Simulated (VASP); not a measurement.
# Ga2O with SCAN: from relaxation to properties

Aim: relax Ga2O, then compute properties on the relaxed cell. The steps: relaxing cell and atoms (SCAN), single point with fields (SCAN), bands along the symmetry lines (SCAN), density of states (SCAN), bands along the symmetry lines (TB-mBJ) and optical spectrum (SCAN). The cell is invented: other elements were put on sites of a known structure type. It may not be a known or stable phase.

Main program and level: VASP 6.6.1; SCAN; plane waves and PAW (Ga_d, O), in the first sound run; inputs show where later runs differ.

**1. The starting structure**

Before any relaxation, the start is as follows. Symmetry: P6/mmm, No. 191, hexagonal system. The conventional cell has a = 3.753 Å, b = 3.753 Å, c = 3.737 Å, α = 90.00°, β = 90.00°, γ = 120.00°. Nearest to Ga lie 3 Ga at 2.17 Å. Nearest to O lie 12 Ga at 2.86 Å. Farther neighbours and most contacts between anions are not listed.

**2. Relaxing cell and atoms (SCAN)**

Properties are meant for the cell that this level of theory prefers, so cell and atoms are relaxed first (ISIF = 3) until forces and stress are small; EDIFFG sets the threshold. SCAN adds the kinetic-energy density; it is numerically more delicate than r2SCAN.

Contents of INCAR:

```
SYSTEM = Ga2O
PREC = Accurate
ENCUT = 520
EDIFF = 1E-06
NELM = 100
ISMEAR = -1
SIGMA = 0.05
LREAL = .FALSE.
ALGO = Normal
METAGGA = SCAN
LASPH = .TRUE.
LORBIT = 11
LWAVE = .FALSE.
LCHARG = .FALSE.
IBRION = 2
NSW = 60
ISIF = 3
EDIFFG = -0.01
```

Contents of POSCAR:

```
Ga2O
1.0
    3.7526843800      0.0000000000      0.0000000000
   -1.8763421900      3.2499200000      0.0000000000
    0.0000000000      0.0000000000      3.7370520900
Ga O
2 1
Direct
    0.6666666700      0.3333333300      0.5000000000
    0.3333333300      0.6666666700      0.5000000000
    0.0000000000      0.0000000000      0.0000000000
```

Contents of KPOINTS:

```
Automatic mesh
0
Gamma
6 6 5
0 0 0
```

Potentials, in the order of the species: Ga_d and O (PBE family, release 64).

Launch:

```sh
$ mpirun -np 1 vasp_std
```

The log of the run:

```text
[banner, memory and clock lines left out]
running    1 mpi-ranks, on    1 nodes
 distrk:  each k-point on    1 cores,    1 groups
 distr:  one band on    1 cores,    1 groups

 POSCAR found type information on POSCAR GaO
 POSCAR found :  2 types and       3 ions
|                                                                             |
|               ----> ADVICE to this user running VASP <----                  |
|                                                                             |
|     You enforced a specific xc type in the INCAR file but a different       |
|     [... a line on the potential file left out ...]
|     I HOPE YOU KNOW WHAT YOU ARE DOING!                                     |
|                                                                             |

 LDA part: xc-table for (None), standard interpolation
 POSCAR, INCAR and KPOINTS ok, starting setup
 FFT: planning ... GRIDC
 FFT: planning ... GRID_SOFT
 FFT: planning ... GRID
 WAVECAR not read
 entering main loop
       N       E                     dE             d eps       ncg     rms          rms(c)
DAV:   1     0.176289064440E+03    0.17629E+03   -0.16546E+04   864   0.298E+03
DAV:   2    -0.180471898425E+02   -0.19434E+03   -0.18498E+03   904   0.480E+02
DAV:   3    -0.422061378704E+02   -0.24159E+02   -0.21921E+02   984   0.133E+02
DAV:   4    -0.432130080360E+02   -0.10069E+01   -0.99862E+00   964   0.260E+01
DAV:   5    -0.432308694759E+02   -0.17861E-01   -0.17846E-01   964   0.339E+00    0.748E+00
DAV:   6    -0.376681934747E+02    0.55627E+01   -0.82442E+00  1140   0.333E+01    0.808E+00
DAV:   7    -0.371832295475E+02    0.48496E+00   -0.17088E+00  1092   0.216E+01    0.159E+00
DAV:   8    -0.369443725890E+02    0.23886E+00   -0.50274E-01   920   0.789E+00    0.344E-01
DAV:   9    -0.369595250182E+02   -0.15152E-01   -0.48036E-02  1044   0.180E+00    0.328E-01
DAV:  10    -0.369597521323E+02   -0.22711E-03   -0.77779E-03   876   0.849E-01    0.153E-01
DAV:  11    -0.369592916554E+02    0.46048E-03   -0.13399E-03   976   0.379E-01    0.578E-02
DAV:  12    -0.369592383950E+02    0.53260E-04   -0.29910E-04   976   0.162E-01    0.387E-02
DAV:  13    -0.369592343277E+02    0.40673E-05   -0.60858E-05  1040   0.821E-02    0.397E-03
DAV:  14    -0.369592319211E+02    0.24066E-05   -0.77205E-06   936   0.239E-02    0.270E-03
DAV:  15    -0.369592334023E+02   -0.14812E-05   -0.44899E-07   496   0.902E-03    0.388E-04
DAV:  16    -0.369592350849E+02   -0.16826E-05   -0.80627E-08   460   0.388E-03    0.765E-04
DAV:  17    -0.369592357469E+02   -0.66207E-06   -0.25017E-08   440   0.173E-03
   1 F= -.36959236E+02 E0= -.36953215E+02  d E =-.369592E+02
 curvature:   0.00 expect dE= 0.000E+00 dE for cont linesearch  0.000E+00
 trial: gam= 0.00000 g(F)=  0.764E-41 g(S)=  0.251E+01 ort = 0.000E+00 (trialstep = 0.100E+01)
 search vector abs. value=  0.251E+01
 bond charge predicted
       N       E                     dE             d eps       ncg     rms          rms(c)
DAV:   1    -0.539414249132E+02   -0.16982E+02   -0.34998E+02   932   0.327E+02    0.259E+01
DAV:   2    -0.431919748349E+02    0.10749E+02   -0.43642E+01   952   0.821E+01    0.141E+01
DAV:   3    -0.405119061372E+02    0.26801E+01   -0.53942E+00  1192   0.269E+01    0.101E+01
DAV:   4    -0.379068678000E+02    0.26050E+01   -0.27923E+00   992   0.193E+01    0.134E+00
DAV:   5    -0.378239292418E+02    0.82939E-01   -0.86823E-01   848   0.104E+01    0.835E-01
DAV:   6    -0.378126048877E+02    0.11324E-01   -0.52977E-02   976   0.256E+00    0.239E-01
DAV:   7    -0.378117740903E+02    0.83080E-03   -0.11418E-02   948   0.123E+00    0.849E-02
DAV:   8    -0.378119601901E+02   -0.18610E-03   -0.11277E-03   964   0.377E-01    0.293E-02
DAV:   9    -0.378119827321E+02   -0.22542E-04   -0.19526E-04  1084   0.152E-01    0.244E-02
DAV:  10    -0.378119815919E+02    0.11402E-05   -0.26889E-05   968   0.615E-02    0.623E-03
DAV:  11    -0.378119765568E+02    0.50352E-05   -0.54357E-06   772   0.245E-02    0.245E-03
DAV:  12    -0.378119752712E+02    0.12855E-05   -0.54933E-07   488   0.736E-03    0.274E-04
DAV:  13    -0.378119758722E+02   -0.60098E-06   -0.11044E-07   456   0.367E-03
   2 F= -.37811976E+02 E0= -.37810918E+02  d E =-.852740E+00
[... from here on, the cycles between the ionic steps are left out ...]
   3 F= -.37850011E+02 E0= -.37848940E+02  d E =-.890775E+00
   4 F= -.38014556E+02 E0= -.38013523E+02  d E =-.164546E+00
   5 F= -.38086183E+02 E0= -.38085155E+02  d E =-.236173E+00
   6 F= -.38050912E+02 E0= -.38049888E+02  d E =-.200901E+00
   7 F= -.38108265E+02 E0= -.38107106E+02  d E =-.258254E+00
   8 F= -.38108726E+02 E0= -.38107544E+02  d E =-.258715E+00
   9 F= -.38108955E+02 E0= -.38107769E+02  d E =-.228634E-03
 trial-energy change:   -0.000229  1 .order   -0.000422   -0.001879    0.001035
 step:   0.6641(harm=  0.7841)  dis= 0.00000  next Energy=   -38.109207 (dE=-0.481E-03)
 bond charge predicted
       N       E                     dE             d eps       ncg     rms          rms(c)
DAV:   1    -0.381126316240E+02   -0.36765E-02   -0.66969E-02   968   0.335E+00    0.391E-01
DAV:   2    -0.381106263295E+02    0.20053E-02   -0.94245E-03   912   0.136E+00    0.202E-01
DAV:   3    -0.381095587485E+02    0.10676E-02   -0.12054E-03  1136   0.469E-01    0.121E-01
DAV:   4    -0.381092630399E+02    0.29571E-03   -0.44569E-04   936   0.275E-01    0.193E-02
DAV:   5    -0.381092478523E+02    0.15188E-04   -0.12260E-04   884   0.109E-01    0.871E-03
DAV:   6    -0.381092199992E+02    0.27853E-04   -0.11594E-05  1024   0.364E-02    0.481E-03
DAV:   7    -0.381092099302E+02    0.10069E-04   -0.92667E-07   556   0.125E-02    0.991E-04
DAV:   8    -0.381092049504E+02    0.49797E-05   -0.42753E-07   420   0.743E-03    0.275E-04
DAV:   9    -0.381092047537E+02    0.19677E-06   -0.85278E-08   420   0.341E-03
  10 F= -.38109205E+02 E0= -.38108021E+02  d E =-.478747E-03
 curvature:  -0.42 expect dE=-0.118E-04 dE for cont linesearch -0.118E-04
 trial: gam=-0.10620 g(F)=  0.192E-40 g(S)=  0.282E-04 ort = 0.224E-03 (trialstep = 0.111E+01)
 search vector abs. value=  0.696E-06
 reached required accuracy - stopping structural energy minimisation
```

Wall time 8.5 min (1 MPI rank of AMD EPYC 9R14 (Zen 4), shared host); peak memory 0.14 GiB.

Lines that name or quote the potential files are left out of all logs, and their timing lines are given in words.

OUTCAR, selected parts (step 2):

```text
ion  position               nearest neighbor table
   1  0.667  0.333  0.500-   2 2.17   2 2.17   2 2.17
   2  0.333  0.667  0.500-   1 2.17   1 2.17   1 2.17
   3  0.000  0.000  0.000-

  LATTYP: Found a hexagonal cell.
 ALAT       =     3.7526843800
 C/A-ratio  =     0.9958343712

 Subroutine GETGRP returns: Found 24 space group operations
 (whereof 24 operations were pure point group operations)

The static configuration has the point symmetry D_6h.

 Found     21 irreducible k-points:

   k-points           NKPTS =     21   k-points in BZ     NKDIM =     21   number of bands    NBANDS=     20

   dimension x,y,z NGX =    28 NGY =   28 NGZ =   28
   dimension x,y,z NGXF=    56 NGYF=   56 NGZF=   56

   ENCUT  =  520.0 eV  38.22 Ry    6.18 a.u.   6.98  6.98  6.95*2*pi/ulx,y,z

   NELECT =      32.0000    total number of electrons

 k-points in reciprocal lattice and weights: Automatic mesh
   0.00000000  0.00000000  0.00000000       0.006
   0.16666667 -0.00000000  0.00000000       0.033
   0.33333333  0.00000000  0.00000000       0.033
   0.50000000 -0.00000000  0.00000000       0.017
   0.16666667  0.16666667  0.00000000       0.033
   0.33333333  0.16666667  0.00000000       0.067
   0.33333333  0.33333333  0.00000000       0.011
   0.00000000  0.00000000  0.20000000       0.011
   0.16666667 -0.00000000  0.20000000       0.067
[...]
0.33333333  0.16666667  0.40000000       0.133
   0.33333333  0.33333333  0.40000000       0.022

 average (electrostatic) potential at core
       1 -71.0387       2 -71.0387       3 -73.9142

 E-fermi :   4.4523

 k-point     1 :       0.0000    0.0000    0.0000
  band No.  band energies     occupation
    ...
     11     -10.9550      2.00000
     12      -4.9407      2.00000
     13       1.8427      2.00000
     14       1.8427      2.00000
     15       3.1623      2.00000
     16       4.6294      0.05627
     17       4.6303      0.05526
     18       5.2424      0.00000
     19      10.7635      0.00000
     20      12.6453      0.00000

 k-point     2 :       0.1667   -0.0000    0.0000
  band No.  band energies     occupation
    ...
     12      -4.8859      2.00000
     13       1.1408      2.00000
     14       1.3750      2.00000
     15       3.1696      2.00000
     16       3.2320      2.00000
     17       5.1703      0.00000
     18       7.9363      0.00000
     19      10.8599      0.00000
     20      11.9841      0.00000

 k-point     3 :       0.3333    0.0000    0.0000
  band No.  band energies     occupation
    ...
     12      -4.7082      2.00000
     13      -0.6470      2.00000
     14       0.7158      2.00000
     15       3.3715      2.00000
     16       3.6485      2.00000
     17       5.9373      0.00000
     18       8.7994      0.00000
     19      11.2027      0.00000
     20      13.2256      0.00000

  Total        0.0268581      0.0268581     -0.0176846      0.0000000      0.0000000      0.0000000
  in kB        0.9494781      0.9494781     -0.6251786      0.0000000      0.0000000      0.0000000
  external PRESSURE =       0.4245925 kB  Pullay stress =       0.0000000 kB

  energy-cutoff  :      520.00
  volume of cell :       45.32
      direct lattice vectors                 reciprocal lattice vectors
     4.133977633  0.000000000  0.000000000     0.241897777  0.139659747  0.000000000
    -2.066988816  3.580129641 -0.000000000    -0.000000000  0.279319494 -0.000000000
    -0.000000000  0.000000000  3.062203925    -0.000000000 -0.000000000  0.326562184

 POSITION                                       TOTAL-FORCE (eV/Angst)
 -----------------------------------------------------------------------------------
      2.06699      1.19338      1.53110        -0.000000      0.000000     -0.000000
     -0.00000      2.38675      1.53110         0.000000     -0.000000      0.000000
      0.00000      0.00000      0.00000        -0.000000     -0.000000      0.000000
 -----------------------------------------------------------------------------------
    total drift:                                0.000000      0.000000      0.000000

  FREE ENERGIE OF THE ION-ELECTRON SYSTEM (eV)
  ---------------------------------------------------
  free  energy   TOTEN  =       -38.1092047537 eV

  energy  without entropy=      -38.1068377649  energy(sigma->0) =      -38.10802126

 reached required accuracy - stopping structural energy minimisation

 total charge
# of ion       s       p       d       tot
------------------------------------------
    1        1.095   0.516   9.973  11.583
    2        1.095   0.516   9.973  11.583
    3        1.611   3.202   0.000   4.813
--------------------------------------------------
tot          3.800   4.234  19.945  27.979

[... 3 further parts left out ...]
```

CONTCAR:

```
Ga2O
   1.00000000000000
     4.1339776326582731    0.0000000000000000    0.0000000000000000
    -2.0669888163291366    3.5801296414983810   -0.0000000000000000
    -0.0000000000000000    0.0000000000000000    3.0622039245807016
  Ga              O
     2     1
Direct
     0.6666666699999979    0.3333333300000021    0.5000000000000000
     0.3333333300000021    0.6666666699999979    0.5000000000000000
     0.0000000000000000    0.0000000000000000    0.0000000000000000
```

The k-mesh is coarse for a metal. The PAW data sets were made with PBE, which is usual practice but a small mismatch for other functionals. The run keeps the 24 symmetry operations of its start, so it cannot find a distortion of lower symmetry.

Step by step:

```tsv
step	energy less that of the first step (eV)	largest force (eV/Å)	pressure (GPa)	volume (Å³)
1	0.0000	0.0000	14.70	45.58
2	-0.8527	0.0000	-7.95	54.72
3	-0.8908	0.0000	-5.11	52.77
4	-1.0553	0.0000	-3.17	49.52
5	-1.1269	0.0000	-1.48	47.06
6	-1.0917	0.0000	4.76	42.18
7	-1.1490	0.0000	0.19	45.43
8	-1.1495	0.0000	0.50	45.18
9	-1.1497	0.0000	-0.32	45.44
10	-1.1500	0.0000	0.04	45.32
```

```tsv
cell as run	before	after	change
a (Å)	3.753	4.134	+10.2 %
b (Å)	3.753	4.134	+10.2 %
c (Å)	3.737	3.062	-18.1 %
volume (Å³/atom)	15.19	15.11	-0.6 %
```

Final coordinates:

```xyz
3
Lattice="4.1340 0.0000 0.0000 -2.0670 3.5801 0.0000 0.0000 0.0000 3.0622" Properties=species:S:1:pos:R:3 pbc="T T T"
Ga    2.0670    1.1934    1.5311
Ga    0.0000    2.3868    1.5311
O     0.0000    0.0000    0.0000
```

Numbers from this step:

```
electrons                              : 32
bands                                  : 20
irreducible k points                   : 21
symmetry operations                    : 24
free energy (TOTEN)                    : -38.11 eV
energy at zero smearing                : -38.11 eV
Fermi energy                           : 4.452 eV
pressure                               : 0.04246 GPa
metallic, judged on the points sampled : yes
SCF cycles over all ionic steps        : 120
```

It ends with forces that vanish by symmetry and a pressure of 0.04 GPa.

(Part 1 of 4 ends here.)

[Lines on the potential files, build, host, timing and source positions are cut from VASP's logs without a mark.]

[Logs are printed without paths, hosts, clocks, repeated set-up lines and the standing remarks that a program may print on its own settings, such as how far it seeks lower states.]

[Hosts, paths, dates, database ids (printed as entryN), source tags and the programs' standing remarks are cut or masked in the printed files.]

[A measured line is paired with the nearest computed mode of its activity, which favours agreement.]

[In band tables of VASP the shares of atoms and orbitals are scaled to a sum of 1 inside the atoms' spheres.]
